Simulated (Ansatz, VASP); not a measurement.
# BC149 (amorphous carbon): VASP beside Ansatz

Wanted: the spread between two codes on one cell, functional and k mesh. Of the first pair: The structure shown is the start of the Ansatz relaxation below; VASP solves that cell, so the two are compared at the walk's first step.

Main program and level: Ansatz 0.2.0; plane waves, with VASP 6.6.1 beside it; single point at PBE.

## 1. Starting point

The cell holds 150 atoms: 149 C and 1 B. Cell: a = 10.082 Å, b = 10.082 Å, c = 10.082 Å, α = 90.0°, β = 90.0°, γ = 90.0°. It derives from C (amorphous carbon). As first built, before any earlier steps moved the atoms (in the runner's words): 150 atoms (150 C) placed at random at 2.92 g/cm^3, melted at 6000 K for 10 ps at fixed volume with the Tersoff potential (Tersoff, Phys. Rev. B 39, 5566 (1989)). Quenched from 6000 K to 300 K at 100 K/ps and fixed volume, held 5 ps, then minimised at fixed cell. Nearest the centre at fractional (0.545, 0.409, 0.363): B150 at 0.00 Å, C129 at 1.66 Å, C115 at 1.67 Å, C62 at 1.69 Å, C144 at 1.73 Å, C95 at 2.38 Å, C118 at 2.52 Å, C76 at 2.70 Å.

## 2. Ansatz: relaxation, PBE

Ansatz runs on its default PAW (the set named soft_2) files.

The two programs are compared at the cell with which this relaxation starts, whose forces are those of its first step.

input.yaml reads:

```yaml
crystal:
  lattice:
    - [10.0824, 0.0, 0.0]
    - [0.0, 10.0824, 0.0]
    - [0.0, 0.0, 10.0824]
  atoms:
    - { symbol: C, position: [0.18542, 0.25009, 0.68729] }
    - { symbol: C, position: [0.42123, 0.15941, 0.76588] }
[... 5 atom lines left out ...]
    - { symbol: C, position: [0.33436, 0.18628, 0.33823] }
[... 2 atom lines left out ...]
    - { symbol: C, position: [0.8461, 0.50661, 0.39984] }
[... 4 atom lines left out ...]
    - { symbol: C, position: [0.64306, 0.80602, 0.3371] }
[... 1 atom line left out ...]
    - { symbol: C, position: [0.72129, 0.71408, 0.59278] }
[... 2 atom lines left out ...]
    - { symbol: C, position: [0.61587, 0.35728, 2.0e-05] }
[... 1 atom line left out ...]
    - { symbol: C, position: [0.88355, 0.2737, 0.30055] }
    - { symbol: C, position: [0.82143, 0.27677, 0.15823] }
    - { symbol: C, position: [0.6734, 0.48497, 0.05108] }
[... 6 atom lines left out ...]
    - { symbol: C, position: [0.26557, 0.45673, 0.08008] }
    - { symbol: C, position: [0.82725, 0.44998, 0.07117] }
    - { symbol: C, position: [0.55782, 0.28772, 0.1137] }
    - { symbol: B, position: [0.54546, 0.40902, 0.36271] }
[... 7 atom lines left out ...]
    - { symbol: C, position: [0.76709, 0.5225, 0.85375] }
    - { symbol: C, position: [0.69834, 0.21481, 0.52338] }
[... 5 atom lines left out ...]
    - { symbol: C, position: [0.40325, 0.63276, 0.93267] }
[... 3 atom lines left out ...]
    - { symbol: C, position: [0.46092, 0.99193, 0.23119] }
[... 3 atom lines left out ...]
    - { symbol: C, position: [0.65256, 0.90997, 0.45217] }
    - { symbol: C, position: [0.68052, 0.2326, 0.18036] }
[... 1 atom line left out ...]
    - { symbol: C, position: [0.11031, 0.97758, 0.70135] }
    - { symbol: C, position: [0.32574, 0.54188, 0.45367] }
[... 11 atom lines left out ...]
    - { symbol: C, position: [0.94345, 0.92656, 0.23372] }
[... 1 atom line left out ...]
    - { symbol: C, position: [0.46028, 0.9366, 0.00731] }
[... 2 atom lines left out ...]
    - { symbol: C, position: [0.70361, 0.01747, 0.33781] }
[... 3 atom lines left out ...]
    - { symbol: C, position: [0.75707, 0.86818, 0.55639] }
[... 1 atom line left out ...]
    - { symbol: C, position: [0.25933, 0.37673, 0.69571] }
    - { symbol: C, position: [0.78042, 0.72977, 0.3329] }
[... 2 atom lines left out ...]
    - { symbol: C, position: [0.40387, 0.98422, 0.4428] }
[... 4 atom lines left out ...]
    - { symbol: C, position: [0.03692, 0.83459, 0.98387] }
    - { symbol: C, position: [0.18953, 0.55361, 0.52935] }
[... 2 atom lines left out ...]
    - { symbol: C, position: [0.15265, 0.55638, 0.07759] }
[... 4 atom lines left out ...]
    - { symbol: C, position: [0.05066, 0.31289, 0.86925] }
[... 1 atom line left out ...]
    - { symbol: C, position: [0.12898, 0.91754, 0.45947] }
[... 4 atom lines left out ...]
    - { symbol: C, position: [0.90663, 0.17627, 0.07593] }
[... 2 atom lines left out ...]
    - { symbol: C, position: [0.09788, 0.89833, 0.22865] }
[... 1 atom line left out ...]
    - { symbol: C, position: [0.29243, 0.36712, 0.98646] }
[... 2 atom lines left out ...]
    - { symbol: C, position: [0.11631, 0.22964, 0.21257] }
[... 2 atom lines left out ...]
    - { symbol: C, position: [0.12373, 0.50926, 0.3076] }
    - { symbol: C, position: [0.55742, 0.35298, 0.75516] }
    - { symbol: C, position: [0.57197, 0.67302, 0.59616] }
[... 5 atom lines left out ...]
    - { symbol: C, position: [0.90258, 0.77007, 0.24596] }
[... 4 atom lines left out ...]
    - { symbol: C, position: [0.45918, 0.42301, 0.83687] }
[... 8 atom lines left out ...]
    - { symbol: C, position: [0.40018, 0.0322, 0.68491] }
    - { symbol: C, position: [0.39012, 0.32019, 0.57507] }
[... 4 atom lines left out ...]
    - { symbol: C, position: [0.03444, 0.74888, 0.61666] }
    - { symbol: C, position: [0.8613, 0.37149, 0.40921] }
kpoints:
  mp_grid: { grid: [1, 1, 1] }
hamiltonian:
  xc: pbe
scf:
  occupations: { method: gaussian, width: 0.05 }
output:
  forces: true
  eigenvalues: true
relax:
  f_tol: 0.05
  max_steps: 90
```

On the command line:

```
ansatz run input.yaml --threads 4 --pin off --max-ram 8192MiB --backend cpu --events-out ev --progress --plain --runs-dir out
```

Numbers of over 12 decimals in the logs are rounded to 6 here.

The program printed:

```text
Engine: ansatz 0.2.0, aarch64-unknown-linux-gnu
Pseudopotentials: kind: paw
Pseudopotential: C, paw, valence charge 4, recommended cutoff 420 eV (normal), C.paw.azcp
Pseudopotential: B, paw, valence charge 3, recommended cutoff 420 eV (normal), B.paw.azcp
Functional definition: PBE
  parameter kappa = 0.804
  parameter beta = 0.066725
  exchange = pbe_x(kappa = kappa, mu = beta*pi^2/3)
  correlation = pbe_c(beta = beta)
Crystal: 150 atoms, lattice volume = 1024.924 Å³
Basis set: ecut = 420 eV, 20005 PW (Γ), exchange–correlation on 144×144×144 points (8 copies of the dense FFT grid, shifted against one another)
Bands: 450, of which v1, the nominal top of the filled ones, is band 300 counted from 1 (299 counted from 0)
Symmetry: 1 space group operations
Space group: P1 (ITA 1), of the structure as read, at distance tolerance 1.0e-4 Å
k-points: 1
Non-local potential: C, projectors of the file, l = 0: 2, l = 1: 2, l = 2: 1
Non-local potential: B, projectors of the file, l = 0: 2, l = 1: 2, l = 2: 1
PAW form: soft (Blöchl's): semilocal exchange-correlation on the pseudo side does not see the compensation charge
PAW one-centre angular grid: C, 110 points (default); XC on 64 Gauss nodes
PAW one-centre angular grid: B, 110 points (default); XC on 64 Gauss nodes
Initial density: superposition of atomic densities (neutral atoms: chi_scale 0, normalization atom), corrected by the library's trained network
Initial wavefunctions: pseudopotential atomic-orbital guess
Functional: x = pbe(κ = 0.804, μ = 0.219515), c = pbe(β = 0.066725)
SCF iter   1: F=—  HF=-37432.814505 eV  |F-HF|=—  |Δ(HF+E_count)|=         —  Δρ=1.62e-2  dr2=5.83e0  ethr=1.77e-3  ⟨swp⟩=6.0  Hψ=1839  notcnv=0  defer=115
preconditioner: auto → Resta (q_TF=auto, 2.495 Å⁻¹)  ε∞=4.6  [insulator: Δε(μ)=0.380 eV  Ē_g=15.053 eV  σ=0.050 eV  W_gap=0.50  n_scr=256 (ndim 8)  ℏωp=28.4 eV  f_vac=0.002  D(μ)=22.57/eV (n_scr^D=146)  ε∞_Penn≈4.6]
SCF iter   2: F=—  HF=-37432.113605 eV  |F-HF|=—  |Δ(HF+E_count)|=   7.01e-1  Δρ=7.98e-3  dr2=1.32e0  ethr=9.74e-4  ⟨swp⟩=2.0  Hψ=519  notcnv=0  defer=130
SCF iter   3: F=—  HF=-37431.862981 eV  |F-HF|=—  |Δ(HF+E_count)|=   2.51e-1  Δρ=1.74e-3  dr2=4.98e-2  ethr=2.21e-4  ⟨swp⟩=2.0  Hψ=454  notcnv=0  defer=141
SCF iter   4: F=—  HF=-37431.860292 eV  |F-HF|=—  |Δ(HF+E_count)|=   2.69e-3  Δρ=5.47e-4  dr2=2.65e-3  ethr=8.32e-6  ⟨swp⟩=3.0  Hψ=792  notcnv=0  defer=141
SCF iter   5: F=—  HF=-37431.860180 eV  |F-HF|=—  |Δ(HF+E_count)|=   1.11e-4  Δρ=1.32e-4  dr2=2.97e-4  ethr=4.42e-7  ⟨swp⟩=3.0  Hψ=609  notcnv=0  defer=141
SCF iter   6: F=-37431.860219 eV  HF=-37431.860217 eV  |F-HF|=2.05e-6  |Δ(HF+E_count)|=   3.69e-5  Δρ=2.92e-5  dr2=9.72e-6  ethr=1.04e-8  ⟨swp⟩=13.0  Hψ=2736  notcnv=0
SCF 1 converged in 6 iterations: F = -37431.860219 eV  dr2 = 9.72e-6
  greatest PAW one-centre occupation: 0.697 electrons in one spin orbital (limit 2), on the C atom at site 75 (counted from 0), in its partial waves of l = 0
relax step   1: F+E_penalty+E_count = -37431.86021935 eV  Δ(F+E_penalty+E_count) = +0.000e0 eV  max|allowed force component| = 1.349e0 eV/Å  Δτ_max = 0.0000 Å  (6 SCF iters, dr2 threshold 6.25e-5 eV, accepted)
Initial density: handed on by an earlier stage of this run
Initial wavefunctions: those handed on with the density
iter 1 solved again at ethr=2.38e-5 eV; its pass at ethr=3.10e-3 eV (dr2=1.42e-1 eV) is discarded
SCF iter   1: F=—  HF=-37432.051119 eV  |F-HF|=—  |Δ(HF+E_count)|=         —  Δρ=3.79e-3  dr2=1.37e-1  ethr=2.38e-5  ⟨swp⟩=2.0  Hψ=1187  notcnv=0  defer=142
preconditioner: auto → Resta (q_TF=auto, 2.495 Å⁻¹)  ε∞=4.6  [insulator: Δε(μ)=0.232 eV  Ē_g=15.043 eV  σ=0.050 eV  W_gap=0.50  n_scr=256 (ndim 8)  ℏωp=28.4 eV  f_vac=0.002  D(μ)=22.57/eV (n_scr^D=146)  ε∞_Penn≈4.6]
SCF iter   2: F=—  HF=-37432.027604 eV  |F-HF|=—  |Δ(HF+E_count)|=   2.35e-2  Δρ=1.85e-3  dr2=2.80e-2  ethr=2.28e-5  ⟨swp⟩=2.0  Hψ=343  notcnv=0  defer=142
SCF iter   3: F=—  HF=-37432.022902 eV  |F-HF|=—  |Δ(HF+E_count)|=   4.70e-3  Δρ=2.27e-4  dr2=5.85e-4  ethr=4.67e-6  ⟨swp⟩=2.0  Hψ=501  notcnv=0  defer=142
iter 4 did not close the SCF: its close was put off for the readings that it lacked (scf_convergence_deferred on its scf_iter line)
SCF iter   4: F=-37432.022821 eV  HF=-37432.022831 eV  |F-HF|=9.89e-6  |Δ(HF+E_count)|=   7.03e-5  Δρ=5.67e-5  dr2=3.16e-5  ethr=9.76e-8  ⟨swp⟩=2.0  Hψ=521  notcnv=0  defer=142
iter 5 did not close the SCF: its close was put off for the readings that it lacked (scf_convergence_deferred on its scf_iter line)
SCF iter   5: F=-37432.022834 eV  HF=-37432.022835 eV  |F-HF|=4.11e-7  |Δ(HF+E_count)|=   3.60e-6  Δρ=1.23e-5  dr2=1.79e-6  ethr=5.27e-9  ⟨swp⟩=2.0  Hψ=585  notcnv=0  defer=142
SCF iter   6: F=-37432.022835 eV  HF=-37432.022835 eV  |F-HF|=2.10e-8  |Δ(HF+E_count)|=   3.72e-7  Δρ=3.10e-6  dr2=1.23e-7  ethr=2.98e-10  ⟨swp⟩=10.0  Hψ=2118  notcnv=0
[...]
- { symbol: C, position: [0.700276, 0.210676, 0.523919] }
    - { symbol: C, position: [0.469390, 0.177480, 0.040787] }
    - { symbol: C, position: [0.191978, 0.909695, 0.327789] }
    - { symbol: C, position: [0.935317, 0.033968, 0.853371] }
    - { symbol: C, position: [0.725475, 0.051630, 0.951024] }
    - { symbol: C, position: [0.823738, 0.343377, 0.734181] }
    - { symbol: C, position: [0.402527, 0.631993, 0.933385] }
    - { symbol: C, position: [0.751839, 0.590006, 0.335452] }
    - { symbol: C, position: [0.291521, 0.208641, 0.810870] }
    - { symbol: C, position: [0.571946, 0.794405, 0.828418] }
    - { symbol: C, position: [0.462163, 0.992592, 0.231334] }
    - { symbol: C, position: [0.272585, 0.258787, 0.213597] }
    - { symbol: C, position: [0.949465, 0.614444, 0.616328] }
    - { symbol: C, position: [0.414262, 0.705623, 0.049355] }
    - { symbol: C, position: [0.653179, 0.911028, 0.451703] }
    - { symbol: C, position: [0.679959, 0.232062, 0.181235] }
    - { symbol: C, position: [0.381257, 0.688085, 0.476590] }
    - { symbol: C, position: [0.110522, 0.977159, 0.701294] }
    - { symbol: C, position: [0.325451, 0.542298, 0.455975] }
    - { symbol: C, position: [0.638533, 0.270801, 0.402678] }
    - { symbol: C, position: [0.531126, 0.992246, 0.634123] }
    - { symbol: C, position: [0.351293, 0.892546, 0.327684] }
    - { symbol: C, position: [0.137081, 0.819646, 0.103075] }
    - { symbol: C, position: [0.871091, 0.898491, 0.789934] }
[...]
- { symbol: C, position: [0.400306, 0.031669, 0.684935] }
    - { symbol: C, position: [0.387334, 0.321809, 0.578337] }
    - { symbol: C, position: [0.439608, 0.446581, 0.502874] }
    - { symbol: C, position: [0.804259, 0.617240, 0.638543] }
    - { symbol: C, position: [0.516983, 0.748262, 0.712012] }
    - { symbol: C, position: [0.320580, 0.361781, 0.840327] }
    - { symbol: C, position: [0.034007, 0.748775, 0.616579] }
    - { symbol: C, position: [0.859812, 0.371799, 0.408065] }
```

The column dr2 measures how far the density is from self-consistency, as an energy; F and HF (Harris–Foulkes) agree once it is small.

## 3. VASP: single point, PBE, start cell, pair 1

The same cell, functional, mesh and smearing now go to VASP, with its own data sets.

Lines of VASP's logs that name or quote its potential files are left out, and so is its time.

INCAR reads:

```
SYSTEM = BC149
PREC = Accurate
ENCUT = 520
EDIFF = 1E-06
NELM = 120
ISMEAR = 0
SIGMA = 0.05
LREAL = Auto
ALGO = Normal
GGA = PE
NBANDS = 404
LORBIT = 11
LWAVE = .FALSE.
LCHARG = .FALSE.
ISIF = 2
LASPH = .TRUE.
GGA_COMPAT = .FALSE.
```

POSCAR reads:

```
BC149
1.0
   10.0824000000      0.0000000000      0.0000000000
    0.0000000000     10.0824000000      0.0000000000
    0.0000000000      0.0000000000     10.0824000000
C B
149 1
Direct
    0.1854221217      0.2500892645      0.6872867571
    0.4212290724      0.1594064905      0.7658791558
[... 5 atom lines left out ...]
    0.3343648338      0.1862750932      0.3382329604
[... 2 atom lines left out ...]
    0.8460981512      0.5066055701      0.3998353567
[... 4 atom lines left out ...]
    0.6430611759      0.8060184083      0.3371022772
[... 1 atom line left out ...]
    0.7212865984      0.7140760136      0.5927755296
[... 2 atom lines left out ...]
    0.6158652702      0.3572760454      0.0000198365
[... 1 atom line left out ...]
    0.8835495517      0.2737046735      0.3005534397
    0.8214314052      0.2767694200      0.1582262160
    0.6734011743      0.4849738158      0.0510791081
[... 6 atom lines left out ...]
    0.2655716893      0.4567265730      0.0800801396
    0.8272534317      0.4499821471      0.0711735301
    0.5578235341      0.2877191938      0.1137030866
    0.5378778862      0.6781917004      0.1361679759
[... 7 atom lines left out ...]
    0.6983357137      0.2148099659      0.5233773705
    0.4693624534      0.1775569309      0.0413988733
[... 5 atom lines left out ...]
    0.7511406014      0.5871518686      0.3376973736
[... 3 atom lines left out ...]
    0.2722070142      0.2589462826      0.2139272395
[... 3 atom lines left out ...]
    0.6805224946      0.2326033484      0.1803638023
    0.3784416409      0.6879413632      0.4749861144
[... 1 atom line left out ...]
    0.3257359359      0.5418848687      0.4536717448
    0.6357811632      0.2726434182      0.4003808617
[... 11 atom lines left out ...]
    0.6196738872      0.4559430294      0.6732623185
[... 1 atom line left out ...]
    0.3261921765      0.4113405538      0.2086407998
[... 2 atom lines left out ...]
    0.4209513608      0.0847714830      0.3333730064
[... 3 atom lines left out ...]
    0.2753511069      0.5211060859      0.3055125764
[... 1 atom line left out ...]
    0.7804193446      0.7297667222      0.3328969293
    0.6195846227      0.1722605729      0.6241470285
[... 2 atom lines left out ...]
    0.8499067682      0.1725581211      0.5164345791
[... 4 atom lines left out ...]
    0.1895282869      0.5536082679      0.5293481711
    0.5774319606      0.5276918194      0.1616579386
[... 2 atom lines left out ...]
    0.6575815282      0.1684122828      0.3091922558
[... 4 atom lines left out ...]
    0.2869455685      0.6617868761      0.2486015234
[... 1 atom line left out ...]
    0.3887963183      0.7426902325      0.3342854876
[... 4 atom lines left out ...]
    0.5360826787      0.7027691819      0.2923609458
[... 2 atom lines left out ...]
    0.7539772276      0.4920554630      0.7115170991
[... 1 atom line left out ...]
    0.4852316909      0.4021760692      0.2085416171
[... 2 atom lines left out ...]
    0.5455744664      0.5242898516      0.5844838531
[... 2 atom lines left out ...]
    0.5574168849      0.3529814330      0.7551575022
    0.5719669920      0.6730242799      0.5961576609
    0.4936919781      0.2504760771      0.6679560422
[... 5 atom lines left out ...]
    0.6124236293      0.5505137666      0.3102435928
[... 4 atom lines left out ...]
    0.3066531778      0.2042470047      0.4904288661
[... 8 atom lines left out ...]
    0.3901154487      0.3201916210      0.5750714116
    0.4444179957      0.4457668809      0.4966575419
[... 4 atom lines left out ...]
    0.8613028644      0.3714889312      0.4092081250
    0.5454554471      0.4090196779      0.3627112592
```

KPOINTS reads:

```
Automatic mesh
0
Gamma
1 1 1
0 0 0
```

PAW data sets: C and B (PBE family, release 64).

On the command line:

```
export OMP_NUM_THREADS=3
mpirun -np 1 vasp_gam
```

The program printed:

```text
[banner, memory and clock lines left out]
running    1 mpi-ranks, on    1 nodes
[...]
Offloading initialized ...    1 GPUs detected
[...]
LDA part: xc-table for (Slater+PW92), standard interpolation
 POSCAR, INCAR and KPOINTS ok, starting setup
[...]
entering main loop
       N       E                     dE             d eps       ncg     rms          rms(c)
DAV:   1     0.407074375687E+04    0.40707E+04   -0.35770E+05   808   0.151E+03
DAV:   2    -0.919417887325E+03   -0.49902E+04   -0.46823E+04  1028   0.343E+02
DAV:   3    -0.131301320056E+04   -0.39360E+03   -0.38393E+03   992   0.927E+01
DAV:   4    -0.132370810952E+04   -0.10695E+02   -0.10605E+02   976   0.163E+01
[...]
DAV:  18    -0.126716998315E+04   -0.79581E-05   -0.40945E-05   952   0.100E-02    0.221E-02
DAV:  19    -0.126716997891E+04    0.42426E-05   -0.48756E-05  1040   0.826E-03    0.387E-03
DAV:  20    -0.126716997981E+04   -0.90081E-06   -0.63521E-06   840   0.396E-03
   1 F= -.12671700E+04 E0= -.12671559E+04  d E =-.282095E-01
```

Parts of OUTCAR (step 3):

```text
  FREE ENERGIE OF THE ION-ELECTRON SYSTEM (eV)
  ---------------------------------------------------
  free  energy   TOTEN  =     -1267.1699798089 eV

  energy  without entropy=    -1267.1417702952  energy(sigma->0) =    -1267.15587505
```

This run has no spin polarisation. Its electron count is odd, so without a moment it is a metal by construction.

## 4. Differences

Known differences besides the potentials themselves: the cutoff is 420 eV in Ansatz and 520 eV in VASP (PREC = Accurate, projectors in real space). Total energies have different zeros and are not compared.

Forces on 9 of the 150 atoms, those with the largest forces and the largest differences (eV/Å; atoms numbered as in POSCAR):

```csv
atom,"Ansatz x, y, z","VASP x, y, z"
C43,"0.229, -0.447, -0.066","0.267, -0.449, -0.070"
C58,"-0.009, -0.190, 0.543","-0.012, -0.186, 0.520"
C62,"0.328, -0.378, 0.222","0.308, -0.314, 0.232"
C98,"0.137, -0.428, 0.085","0.144, -0.483, 0.088"
C115,"-0.464, -0.324, -0.883","-0.468, -0.331, -0.882"
C129,"0.628, 1.349, 0.106","0.610, 1.344, 0.137"
C140,"-0.004, -0.036, -0.035","0.038, -0.016, -0.018"
C144,"-0.786, 0.164, 0.886","-0.782, 0.171, 0.882"
B150,"0.030, -0.256, 0.619","0.033, -0.263, 0.631"
```

The forces differ by 16 meV/Å r.m.s., which is 11.0 % of the r.m.s. force of 0.143 eV/Å (both taken over all components).

(Part 1 of 2 ends here.)

[Lines on the potential files, build, host, timing and source positions are cut from VASP's logs without a mark.]

[Logs are printed without paths, hosts, clocks, repeated set-up lines and the standing remarks that a program may print on its own settings, such as how far it seeks lower states.]

[Hosts, paths, dates, database ids (printed as entryN), source tags and the programs' standing remarks are cut or masked in the printed files.]
